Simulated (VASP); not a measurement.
AlGa3N4 (space group Pm): computed properties

All values below come from r2SCAN meta-GGA, VASP's PBE PAW potentials (set 64) (plane waves; VASP).

| Quantity | Result |
|---|---|
| space group | Pm (6) |
| cell | a = 5.1464 Å, b = 3.1667 Å, c = 5.4851 Å, α = 90.00°, β = 90.04°, γ = 90.00° |
| volume per atom | 11.17 Å^3/atom |
| band gap (over mesh and band path) | 2.85 eV |
| smallest direct gap (over mesh and band path) | 2.85 eV |
| band-edge character | direct, Γ to Γ |
| density | 5.43 g/cm³ |

AlGa$_{3}$N$_{4}$ is modelled in the monoclinic space group Pm (No. 6), Pearson symbol mP8. Lattice parameters: a = 5.146 Å, b = 3.167 Å, c = 5.485 Å, α = 90.00°, β = 90.04°, γ = 90.00°. Al on 1b has 4 N at 1.891–1.902 Å (tetrahedral). Ga1 on 1b has 4 N at 1.938–1.955 Å (tetrahedral). Ga2 on 1a has 4 N at 1.938–1.967 Å (tetrahedral). Ga3 on 1a is coordinated by 4 N at 1.951–1.964 Å (tetrahedral). N1 on 1b is coordinated by 1 Al at 1.891 Å and 3 Ga at 1.951–1.955 Å (tetrahedral). N2 on 1a is coordinated by 2 Al at 1.902 Å and 2 Ga at 1.964–1.967 Å (tetrahedral). N3 on 1a sees 4 Ga at 1.938–1.954 Å (tetrahedral). N4 on 1b is surrounded by 1 Al at 1.894 Å and 3 Ga at 1.946 Å (tetrahedral). (Neighbours: up to the widest gap in distance over summed covalent radii, below 1.35, at either atom; cation-cation and far metal-metal contacts left out.)

The structure comes from a computed database's AlGa3N4 entry (Pm); how it stands against other phases isn't given here. It was relaxed first. Symmetry was kept, so distortions that lower it aren't found.
